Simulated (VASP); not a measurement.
These are G0W0 on PBE orbitals, VASP's PBE PAW potentials (set 64) (plane waves; VASP) values and carry that method's errors.

The input files of a VASP run:

### INCAR
```
ALGO = EVGW0
ENCUT = 500
ENCUTGW = 150
GGA = PE
ISMEAR = 0
LASPH = .TRUE.
LCHARG = .FALSE.
LREAL = .FALSE.
LSPECTRALGW = .TRUE.
LWAVE = .FALSE.
NBANDS = 64
NBANDSGW = 16
NELMGW = 1
NOMEGA = 64
PREC = Normal
SIGMA = 0.01
SYSTEM = KCl
```

### KPOINTS
```
Automatic mesh
0
Gamma
4 4 4
0 0 0
```

File POSCAR:
```
KCl
1
    0.0000000000     3.1450000000     3.1450000000
    3.1450000000     0.0000000000     3.1450000000
    3.1450000000     3.1450000000     0.0000000000
K Cl
1 1
Direct
  0.0000000000   0.0000000000   0.0000000000
  0.5000000000   0.5000000000   0.5000000000
```

POTCAR, in this order: K_sv_GW Cl_GW (PBE.64 set). Program: vasp_std. Read from the step before: WAVECAR, WAVEDER.

The run wrote:

### OUTCAR
```
 ion  position               nearest neighbor table
   1  0.000  0.000  0.000-
   2  0.500  0.500  0.500-
  LATTYP: Found a face centered cubic cell.
 ALAT       =     6.2900000000
 Subroutine PRICEL returns:
 Original cell was already a primitive cell.
 Subroutine GETGRP returns: Found 48 space group operations
The static configuration has the point symmetry O_h .
The dynamic configuration has the point symmetry O_h .
 Subroutine INISYM returns: Found 48 space group operations
 Subroutine IBZKPT returns following result:
 Found      8 irreducible k-points:

 Following reciprocal coordinates:
            Coordinates               Weight
  0.000000  0.000000  0.000000      1.000000
  0.250000  0.000000  0.000000      8.000000
  0.500000  0.000000  0.000000      4.000000
  0.250000  0.250000  0.000000      6.000000
  0.500000  0.250000  0.000000     24.000000
 -0.250000  0.250000  0.000000     12.000000
  0.500000  0.500000  0.000000      3.000000
 -0.250000  0.500000  0.250000      6.000000
 Subroutine IBZKPT_HF returns following result:
...
```

File OSZICAR:
```
energies w=
    0.000    0.000    0.709    0.000    1.416    0.000    2.120    0.000
    2.820    0.000    3.513    0.000    4.200    0.000    4.879    0.000
    5.549    0.000    6.210    0.000    6.863    0.000    7.506    0.000
    8.140    0.000    8.766    0.000    9.384    0.000    9.995    0.000
   10.599    0.000   11.198    0.000   11.793    0.000   12.384    0.000
   12.972    0.000   13.560    0.000   14.148    0.000   14.738    0.000
   15.330    0.000   15.927    0.000   16.530    0.000   17.142    0.000
   17.762    0.000   18.395    0.000   19.042    0.000   19.704    0.000
   20.386    0.000   21.090    0.000   21.818    0.000   22.575    0.000
   23.364    0.000   24.190    0.000   25.058    0.000   25.975    0.000
   26.946    0.000   27.980    0.000   29.086    0.000   30.276    0.000
   31.561    0.000   32.959    0.000   34.487    0.000   36.169    0.000
   38.032    0.000   40.112    0.000   42.454    0.000   45.114    0.000
   48.165    0.000   51.706    0.000   55.866    0.000   60.828    0.000
   66.848    0.000   74.306    0.000   83.782    0.000   96.213    0.000
  113.216    0.000  137.842    0.000  176.619    0.000  246.488    0.000
NQ=   1    0.0000    0.0000    0.0000,
 performed         73000 updates of chi_q(r,r)
NQ=   2    0.2500    0.0000    0.0000,
 performed        220000 updates of chi_q(r,r)
NQ=   3    0.5000    0.0000    0.0000,
 performed        330000 updates of chi_q(r,r)
NQ=   4    0.2500    0.2500    0.0000,
 performed        463000 updates of chi_q(r,r)
NQ=   5    0.5000    0.2500    0.0000,
 performed        643000 updates of chi_q(r,r)
NQ=   6   -0.2500    0.2500    0.0000,
 performed        802000 updates of chi_q(r,r)
NQ=   7    0.5000    0.5000    0.0000,
 performed        904000 updates of chi_q(r,r)
NQ=   8   -0.2500    0.5000    0.2500,
 performed       1039000 updates of chi_q(r,r)
 resolving degeneracies of screened two electron integrals
```

File OUTCAR:
```


 k-point   1 :       0.0000    0.0000    0.0000
  band No.  KS-energies  QP-energies   sigma(KS)   V_xc(KS)     V^pw_x(r,r')   Z            occupation Imag(sigma)

      1     -27.8209     -29.5244     -21.2331     -18.5123     -30.7372       0.6261       2.0000       0.5849
      2     -12.7536     -14.0554     -16.9464     -15.1911     -24.3591       0.7417       2.0000       1.2904
      3     -11.2816     -14.2716     -21.5119     -17.8350     -24.6921       0.8132       2.0000       0.1007
      4     -11.2816     -14.2716     -21.5119     -17.8350     -24.6921       0.8132       2.0000       0.1007
      5     -11.2816     -14.2716     -21.5119     -17.8350     -24.6921       0.8132       2.0000       0.1007
      6      -0.6329      -2.3313     -16.3265     -14.1930     -18.6387       0.7961       2.0000       0.0777
      7      -0.6329      -2.3313     -16.3265     -14.1930     -18.6387       0.7961       2.0000       0.0777
      8      -0.6329      -2.3313     -16.3265     -14.1930     -18.6387       0.7961       2.0000       0.0777
      9       4.5613       5.4078      -5.8921      -6.8720      -3.1643       0.8639       0.0000      -0.0564
     10       7.7327       9.6300      -6.6263      -8.8401      -3.8946       0.8570       0.0000      -0.0631
     11       7.7327       9.6300      -6.6263      -8.8401      -3.8946       0.8570       0.0000      -0.0631
     12       7.7327       9.6300      -6.6263      -8.8401      -3.8946       0.8570       0.0000      -0.0631
     13       8.5914      11.0419      -7.8091     -10.6816      -5.0658       0.8531       0.0000      -0.0617
     14       8.5914      11.0419      -7.8091     -10.6816      -5.0658       0.8531       0.0000      -0.0617
     15      12.3426      12.6271      -3.9380      -4.2865      -0.6810       0.8166       0.0000      -0.1752
     16      15.3690      18.9427      -9.4805     -13.8470      -6.0415       0.8184       0.0000      -0.1737

 k-point   2 :       0.2500    0.0000    0.0000
  band No.  KS-energies  QP-energies   sigma(KS)   V_xc(KS)     V^pw_x(r,r')   Z            occupation Imag(sigma)

      1     -27.8156     -29.5179     -21.2380     -18.5217     -30.7451       0.6267       2.0000       0.5795
      2     -12.8526     -14.3038     -17.2120     -15.2561     -24.2993       0.7419       2.0000       1.1955
      3     -11.2863     -14.2749     -21.5011     -17.8256     -24.6785       0.8131       2.0000       0.0985
      4     -11.2863     -14.2749     -21.5011     -17.8256     -24.6785       0.8131       2.0000       0.0985
      5     -11.1557     -13.9365     -21.2532     -17.7980     -24.7509       0.8048       2.0000       0.1725
      6      -1.2200      -3.0422     -15.4221     -13.1319     -17.6941       0.7956       2.0000       0.0829
      7      -0.8016      -2.5267     -16.1043     -13.9351     -18.4193       0.7953       2.0000       0.0793
      8      -0.8016      -2.5267     -16.1043     -13.9351     -18.4193       0.7953       2.0000       0.0793
      9       5.8158       6.7769      -6.4495      -7.5730      -3.7061       0.8555       0.0000      -0.0601
     10       7.5254       9.0983      -6.4630      -8.3073      -3.7267       0.8528       0.0000      -0.0655
     11       8.4790      10.5121      -6.8779      -9.2662      -4.0620       0.8513       0.0000      -0.0686
     12       8.4790      10.5121      -6.8779      -9.2662      -4.0620       0.8513       0.0000      -0.0686
     13       9.3784      11.9028      -8.1244     -11.1097      -5.2860       0.8456       0.0000      -0.0676
     14       9.3784      11.9028      -8.1244     -11.1097      -5.2860       0.8456       0.0000      -0.0676
     15      12.8633      15.3992      -7.8226     -10.8992      -4.5442       0.8243       0.0000      -0.1231
     16      13.6444      16.3702      -8.3320     -11.6556      -5.0030       0.8201       0.0000      -0.1261

 k-point   3 :       0.5000    0.0000    0.0000
  band No.  KS-energies  QP-energies   sigma(KS)   V_xc(KS)     V^pw_x(r,r')   Z            occupation Imag(sigma)

      1     -27.8102     -29.5123     -21.2430     -18.5312     -30.7529       0.6277       2.0000       0.5742
      2     -12.9392     -14.5090     -17.3931     -15.2915     -24.2482       0.7469       2.0000       1.1260
      3     -11.2909     -14.2768     -21.4904     -17.8164     -24.6650       0.8127       2.0000       0.0963
      4     -11.2909     -14.2768     -21.4904     -17.8164     -24.6650       0.8127       2.0000       0.0963
      5     -11.0414     -13.6638     -21.0824     -17.7933     -24.8029       0.7973       2.0000       0.2184
      6      -1.6875      -3.6145     -14.9281     -12.4993     -17.2329       0.7934       2.0000       0.0904
      7      -0.9589      -2.7089     -15.9180     -13.7129     -18.2416       0.7936       2.0000       0.0812
      8      -0.9589      -2.7089     -15.9180     -13.7129     -18.2416       0.7936       2.0000       0.0812
      9       6.9438       7.8700      -5.8088      -6.8899      -3.0696       0.8567       0.0000      -0.0634
     10       7.9755       9.5570      -7.3984      -9.2827      -4.5375       0.8393       0.0000      -0.0757
     11       9.8718      12.5202      -7.9557     -11.1159      -4.9299       0.8381       0.0000      -0.0838
     12       9.8718      12.5202      -7.9557     -11.1159      -4.9299       0.8381       0.0000      -0.0838
     13      10.6928      12.2053      -6.6080      -8.4001      -3.6690       0.8439       0.0000      -0.0792
     14      10.6928      12.2053      -6.6080      -8.4001      -3.6690       0.8439       0.0000      -0.0792
     15      11.3247      14.7639      -9.4496     -13.5905      -6.3186       0.8306       0.0000      -0.0899
     16      11.3247      14.7639      -9.4496     -13.5905      -6.3186       0.8306       0.0000      -0.0899

 k-point   4 :       0.2500    0.2500    0.0000
  band No.  KS-energies  QP-energies   sigma(KS)   V_xc(KS)     V^pw_x(r,r')   Z            occupation Imag(sigma)

      1     -27.8139     -29.5170     -21.2399     -18.5247     -30.7475       0.6272       2.0000       0.5795
      2     -12.8008     -14.2294     -17.1693     -15.2721     -24.3341       0.7530       2.0000       1.2173
      3     -11.3094     -14.2978     -21.4592     -17.7763     -24.6423       0.8114       2.0000       0.1041
      4     -11.3094     -14.2978     -21.4592     -17.7763     -24.6423       0.8114       2.0000       0.1041
      5     -11.2055     -14.0348     -21.2874     -17.7773     -24.7068       0.8061       2.0000       0.1540
      6      -1.2642      -3.0925     -15.4523     -13.1520     -17.7501       0.7949       2.0000       0.0842
      7      -0.7627      -2.4944     -16.1918     -14.0162     -18.5059       0.7959       2.0000       0.0787
      8      -0.7627      -2.4944     -16.1918     -14.0162     -18.5059       0.7959       2.0000       0.0787
      9       6.0168       7.0741      -6.4743      -7.7105      -3.6979       0.8552       0.0000      -0.0608
     10       6.6083       8.0758      -5.9485      -7.6522      -3.3011       0.8614       0.0000      -0.0595
     11       9.0246      11.6311      -8.0474     -11.1114      -5.2602       0.8507       0.0000      -0.0638
     12       9.2088      11.4101      -7.2622      -9.8682      -4.3593       0.8447       0.0000      -0.0751
     13       9.2088      11.4101      -7.2622      -9.8682      -4.3593       0.8447       0.0000      -0.0751
     14       9.8466      12.0091      -7.9171     -10.4930      -4.9773       0.8395       0.0000      -0.0778
     15      12.2954      14.8581      -8.3014     -11.3986      -5.0400       0.8274       0.0000      -0.1012
     16      13.2857      15.8226      -7.9520     -11.0283      -4.7083       0.8247       0.0000      -0.1252

 k-point   5 :       0.5000    0.2500    0.0000
  band No.  KS-energies  QP-energies   sigma(KS)   V_xc(KS)     V^pw_x(r,r')   Z            occupation Imag(sigma)

      1     -27.8087     -29.5157     -21.2452     -18.5339     -30.7551       0.6296       2.0000       0.5760
      2     -12.8107     -14.2965     -17.2876     -15.3292     -24.3358       0.7587       2.0000       1.1820
      3     -11.3458     -14.3305     -21.3722     -17.6872     -24.5627       0.8099       2.0000       0.1083
      4     -11.3144     -14.3015     -21.4480     -17.7661     -24.6286       0.8113       2.0000       0.1021
      5     -11.1883     -13.9560     -21.1604     -17.7162     -24.6929       0.8036       2.0000       0.1838
      6      -1.3927      -3.2697     -15.3728     -13.0151     -17.6795       0.7961       2.0000       0.0857
      7      -1.0319      -2.8159     -15.8586     -13.6117     -18.1758       0.7940       2.0000       0.0815
      8      -0.9081      -2.6645     -16.0287     -13.8207     -18.3521       0.7955       2.0000       0.0804
      9       6.7539       8.0993      -6.0655      -7.6343      -3.3975       0.8576       0.0000      -0.0611
     10       7.6473       8.9327      -6.7956      -8.3142      -3.9394       0.8465       0.0000      -0.0704
     11       9.4681      11.1050      -6.8718      -8.8097      -3.8993       0.8446       0.0000      -0.0772
     12       9.8085      12.0543      -7.6787     -10.3477      -4.6621       0.8414       0.0000      -0.0795
     13       9.9832      12.7510      -8.3998     -11.6846      -5.4883       0.8426       0.0000      -0.0724
     14      10.4323      13.2997      -8.1544     -11.5758      -5.1080       0.8381       0.0000      -0.0855
     15      11.0964      14.0535      -8.6212     -12.1704      -5.5245       0.8332       0.0000      -0.0903
     16      12.0152      13.7992      -7.1331      -9.2911      -3.9612       0.8267       0.0000      -0.1077

 k-point   6 :      -0.2500    0.2500    0.0000
  band No.  KS-energies  QP-energies   sigma(KS)   V_xc(KS)     V^pw_x(r,r')   Z            occupation Imag(sigma)

      1     -27.8103     -29.5122     -21.2433     -18.5310     -30.7527       0.6275       2.0000       0.5760
      2     -12.8612     -14.3645     -17.3148     -15.3063     -24.3010       0.7485       2.0000       1.1647
      3     -11.3449     -14.3356     -21.3872     -17.6967     -24.5737       0.8104       2.0000       0.1087
      4     -11.2912     -14.2757     -21.4897     -17.8153     -24.6646       0.8122       2.0000       0.0964
      5     -11.1164     -13.8312     -21.1729     -17.7880     -24.7657       0.8020       2.0000       0.1914
...
```
(Selected blocks of OUTCAR.)

The mesh is coarse and the basis finite, so the quasiparticle values are not converged.

The compound is KCl in the rock salt structure. The cell was not relaxed at this level. The k-mesh is coarse (spacing up to 0.43 per Å, 2π included), so the numbers may not be converged in it.
